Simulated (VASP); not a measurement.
An input for Quantum ESPRESSO's pw.x (written as the equivalent of a VASP run, and not itself run):

```
&CONTROL
  calculation = 'scf'
  pseudo_dir = './pseudo'
  outdir = './out'
  tprnfor = .true.
  tstress = .true.
/
&SYSTEM
  ibrav = 0
  nat = 2
  ntyp = 2
  ecutwfc = 86
  occupations = 'smearing'
  smearing = 'gaussian'
  degauss = 0.003675
  input_dft = 'revpbe'
/
&ELECTRONS
  conv_thr = 7.3e-09
  electron_maxstep = 100
/
ATOMIC_SPECIES
  Mg 24.305 Mg.upf
  Se 78.971 Se.upf
CELL_PARAMETERS angstrom
     0.0000000    2.7446022    2.7446022
     2.7446022    0.0000000    2.7446022
     2.7446022    2.7446022    0.0000000
ATOMIC_POSITIONS crystal
  Mg   0.0000000  0.0000000  0.0000000
  Se   0.5000000  0.5000000  0.5000000
K_POINTS automatic
  8 8 8 0 0 0
```

Q: Write the VASP files for the same calculation (revPBE).

A: One answer among several that fit: 
INCAR:
```
SYSTEM=MgSe
PREC=Accurate; ENCUT=520; LREAL=F
LASPH=T
EDIFF=1E-7; NELM=100; ALGO=Normal
LMAXMIX=4
ISMEAR=0; SIGMA=0.05
GGA=RE
ISIF=2
LWAVE=F; LCHARG=F
```

File POSCAR:
```
MgSe
5.4892040
  0.0000000000   0.5000000324   0.5000000324
  0.5000000324   0.0000000000   0.5000000324
  0.5000000324   0.5000000324   0.0000000000
Mg Se
1 1
Direct
  0.0000000000   0.0000000000   0.0000000000
  0.5000000000   0.5000000000   0.5000000000
```

### KPOINTS
```
Automatic mesh
0
G
8 8 8
0 0 0
```

POTCAR, in this order: Mg Se (PBE.64 set). Program: vasp_std.

Limits of the translation: the potentials are each code's own (VASP's PAW set, PseudoDojo norm-conserving files in pw.x), so ENCUT and ecutwfc are chosen apart and not converted; conv_thr bounds pw.x's estimated SCF error, while EDIFF bounds the energy change between steps.

The compound is MgSe in the rock salt structure. This cell is one point of a volume scan, at 0.97 of the reference volume.
